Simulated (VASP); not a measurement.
Crystal: Pt.

```
CELL_PARAMETERS angstrom
0.00000 1.96090 1.96090
1.96090 0.00000 1.96090
1.96090 1.96090 0.00000
ATOMIC_POSITIONS crystal
Pt 0.00000 0.00000 0.00000
```

Base run:

| Quantity | Value |
| --- | --- |
| Program | VASP 6.6.1 |
| Functional | PBE |
| Potentials or basis | VASP PAW PBE potentials, release 64 (Pt) |
| Cutoff | 450 eV |
| k mesh | 14 × 14 × 14 |
| Occupations | gaussian, width 0.1 eV |
| Spin | no spin polarisation |

Its results: band gap on the k mesh none (metal or under the smearing width); pressure 9.5 GPa.

The run is repeated on the same cell with these changes: cutoff from 450 eV to 520 eV; k mesh from 14 × 14 × 14 to 4 × 4 × 4. What comes out?

Band gap on the k mesh none (metal or under the smearing width); pressure 7.7 GPa.

Caveats: some runs use coarse meshes.

Not every run made on this cell is shown here.
